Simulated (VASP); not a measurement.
These are r2SCAN meta-GGA, VASP's PBE PAW potentials (set 64) (plane waves; VASP 6.6.1) values and carry that method's errors.

VASP input:

### INCAR
```
NEDOS=601
NELM=100   # most electronic steps
ENCUT=400
LMAXMIX=4
LORBIT=11
LEFG=T
LWAVE=F
LASPH=T
ISIF=2
ALGO=Normal   # blocked Davidson
EDIFF=1E-7   # SCF stop (eV)
METAGGA=R2SCAN
LCHARG=F
LREAL=F
SYSTEM=TiAl
ISMEAR=-5   # tetrahedra, Bloechl
LMIXTAU=T
PREC=Accurate
```

### POSCAR
```
TiAl
1
    2.8855467460    -0.0000000000    -0.0000000000
   -1.4427733730     2.4989567747     0.0000000000
   -0.0000000000     0.0000000000     9.2027378027
Ti Al
2 2
Direct
  0.0000000000   0.0000000000   1.0000000000
  0.0000000000   0.0000000000   0.5000000000
  0.3333330000   0.6666670000   0.2500000000
  0.6666670000   0.3333330000   0.7500000000
```

File KPOINTS:
```
Automatic mesh
0
Gamma
14 14 4
0 0 0
```

File KPOINTS_OPT:
```
k-points along high-symmetry lines
6
Line-mode
Reciprocal
  0.000000   0.000000   0.000000 ! GAMMA
  0.500000  -0.000000   0.000000 ! M

  0.500000  -0.000000   0.000000 ! M
  0.333333   0.333333   0.000000 ! K

  0.333333   0.333333   0.000000 ! K
  0.000000   0.000000   0.000000 ! GAMMA

  0.000000   0.000000   0.000000 ! GAMMA
  0.000000   0.000000   0.500000 ! A

  0.000000   0.000000   0.500000 ! A
  0.500000  -0.000000   0.500000 ! L

  0.500000  -0.000000   0.500000 ! L
  0.333333   0.333333   0.500000 ! H

  0.333333   0.333333   0.500000 ! H
  0.000000   0.000000   0.500000 ! A

  0.500000  -0.000000   0.500000 ! L
  0.500000  -0.000000   0.000000 ! M

  0.333333   0.333333   0.500000 ! H
  0.333333   0.333333   0.000000 ! K
```

POTCAR, in this order: Ti_sv Al (PBE.64 set). Program: vasp_std.

Question: What will the output report for the number of irreducible k-points (NKPTS), number of bands (NBANDS), largest plane-wave count, number of space-group operations, FFT grid (NGX, NGY, NGZ)?

Answer: 
```json
{
 "number of irreducible k-points (NKPTS)": "72",
 "number of bands (NBANDS)": "19",
 "largest_plane_wave_count": "1218",
 "number_of_space_group_operations": "24",
 "FFT grid (NGX, NGY, NGZ)": "20 × 20 × 60"
}
```

The structure was generated: TiAl was put into the NiAs type type (P6_3/mmc), which need not be its known phase. It was relaxed first, which changed the volume by -39 %.
